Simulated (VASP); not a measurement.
Data:

```xyz
4
Lattice="2.3338 -4.0422 0.0000 2.3338 4.0422 0.0000 0.0000 0.0000 7.6240" Properties=species:S:1:pos:R:3 pbc="T T T"
Ag     2.3338    -1.3474     3.8129
Ag     2.3338     1.3474     0.0009
I      2.3338    -1.3474     6.6701
I      2.3338     1.3474     2.8581
```

Method: PBE GGA, VASP's PBE PAW potentials (set 64) (plane waves; VASP 6.6.1). Run with 350 eV cut-off, Gaussian smearing of 0.050 eV, potentials Ag I.

Unless said otherwise, spin-orbit coupling is left out, though it shifts the bands of the heavy elements here.

Give the energies of bands 8 to 21 at the high-symmetry points, in eV from the valence-band maximum.

| band | Γ | M | K | A | L | H |
|---|---|---|---|---|---|---|
| 8 | -3.78 | -3.48 | -3.52 | -3.86 | -3.59 | -3.52 |
| 9 | -2.91 | -2.89 | -2.92 | -2.86 | -2.82 | -2.91 |
| 10 | -2.91 | -2.84 | -2.92 | -2.86 | -2.82 | -2.91 |
| 11 | -2.83 | -2.80 | -2.91 | -2.86 | -2.74 | -2.70 |
| 12 | -2.83 | -2.79 | -2.90 | -2.86 | -2.74 | -2.70 |
| 13 | -2.74 | -2.57 | -2.45 | -1.58 | -2.62 | -2.59 |
| 14 | -0.65 | -2.44 | -2.45 | -1.58 | -2.62 | -2.59 |
| 15 | -0.65 | -2.02 | -2.35 | -0.34 | -1.14 | -1.77 |
| 16 | -0.06 | -1.63 | -1.39 | -0.34 | -1.14 | -1.77 |
| 17 | 0.00 | -0.94 | -1.39 | -0.34 | -1.13 | -1.03 |
| 18 | 0.00 | -0.65 | -1.20 | -0.34 | -1.13 | -1.03 |
| 19 | 1.37 | 3.32 | 4.40 | 2.64 | 3.29 | 3.92 |
| 20 | 2.66 | 3.63 | 4.40 | 2.64 | 3.29 | 3.92 |
| 21 | 5.82 | 4.89 | 4.54 | 5.65 | 4.93 | 5.75 |

The gap is direct, 1.37 eV, from the valence maximum at Γ to the conduction minimum at Γ.

The compound is AgI in the wurtzite structure. It was relaxed first.
